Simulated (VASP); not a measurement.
Energy against volume of Ru (hcp). Level of theory: PW91 GGA, VASP's PBE PAW potentials (set 64) (plane waves; VASP 6.6.1). Numerical set-up: 520 eV cut-off, 15×15×9 Γ-centred mesh, first-order Methfessel-Paxton smearing of 0.10 eV, potentials Ru_pv.

Shape and ions are relaxed at each volume.

| V (Å³/atom) | E (eV/atom) |
|---|---|
| 13.417 | -9.20497 |
| 13.832 | -9.21789 |
| 14.247 | -9.20666 |
| 14.661 | -9.17523 |

Question: Fit these four points and predict the energy of the run at 13.002 Å³/atom.

Answer: A cubic in V^(−2/3), the third-order Birch-Murnaghan form, passes through the four points with V0 = 13.83 Å³/atom and B0 = 310 GPa, and gives -9.1633 eV/atom there. The run gave -9.1632 eV/atom, +0.0 meV/atom from the fit; all five points give B0 = 310 GPa.

The compound is Ru in the hcp structure. It was relaxed first.
